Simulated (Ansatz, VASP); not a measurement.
# Two plane-wave programs on AlFe3B

INCAR

```
PREC = Accurate ; ENCUT = 520
EDIFF = 1E-6 ; ISMEAR = 0
SIGMA = 0.1 ; LREAL = F
LASPH = T ; NELM = 150
ALGO = Fast ; ISIF = 2
LWAVE = F ; LCHARG = T
ISPIN = 2 ; MAGMOM = 0 4 4 4 0
LORBIT = 11 ; LMAXMIX = 4
GGA = PE ; LELF = T
LVHAR = T ; NBANDS = 27
```

KPOINTS

```
regular mesh
0
Gamma
  4 4 4
```

The input POSCAR:

```
AlFe3B
1.0
    3.8223220000      0.0000000000      0.0000000000
    0.0000000000      3.8223220000      0.0000000000
    0.0000000000      0.0000000000      3.8223220000
Al Fe B
1 3 1
Direct
    0.5000000000      0.5000000000      0.5000000000
    0.5000000000      0.0000000000      0.0000000000
    0.0000000000      0.5000000000      0.0000000000
    0.0000000000      0.0000000000      0.5000000000
    0.0000000000      0.0000000000      0.0000000000
```

Input for Ansatz:

```yaml
crystal:
  lattice:
    - [3.822322, 0.0, 0.0]
    - [0.0, 3.822322, 0.0]
    - [0.0, 0.0, 3.822322]
  atoms:
    - { symbol: Al, position: [0.5, 0.5, 0.5] }
    - { symbol: Fe, position: [0.5, 0.0, 0.0], spin: 4.0 }
    - { symbol: Fe, position: [0.0, 0.5, 0.0], spin: 4.0 }
    - { symbol: Fe, position: [0.0, 0.0, 0.5], spin: 4.0 }
    - { symbol: B, position: [0.0, 0.0, 0.0] }
basis:
  ecutwfc: 420
kpoints:
  mp_grid: { grid: [4, 4, 4] }
hamiltonian:
  xc: pbe
scf:
  occupations: { method: gaussian, width: 0.1 }
  lower_state_search: "off"
output:
  forces: true
  stress: true
  eigenvalues: true
  populations: true
magnetization:
  spin_polarized: true
```

The cell comes from a database or a generator and needn't be the stable form of this composition.

Alike in both runs: task single point; functional PBE; k mesh 4 × 4 × 4; occupations gaussian, width 0.1 eV; collinear spin.

|  | VASP | Ansatz |
| --- | --- | --- |
| version | VASP 6.6.1 | Ansatz 0.2.0 |
| potentials or method | VASP PAW PBE potentials, release 64 (Al, Fe, B) | scalar-relativistic, plane waves, PAW |
| plane-wave cutoff (eV) | 520 | 420 |
| valence electrons in the cell | 30 | 54 |

|  | VASP | Ansatz | Ansatz less VASP |
| --- | --- | --- | --- |
| gap on the k mesh at the Fermi level (eV) | none | none | - |
| pressure (GPa) | -0.8 | -1.2 | -0.43 |
| net moment per atom (μB) | 0.83 | 0.83 | 0.000 |
| size of the moment on the site where the two differ most (μB) | 1.49 | 1.39 | -0.096 |

Site moments also hang on the region over which each program counts them. A gap of «none» marks a metal or a gap that the smearing closes. The two sets of potentials don't hold the same shells in valence.

Caveats: the k mesh is coarse (spacing up to 0.41 Å⁻¹), so the values aren't converged.
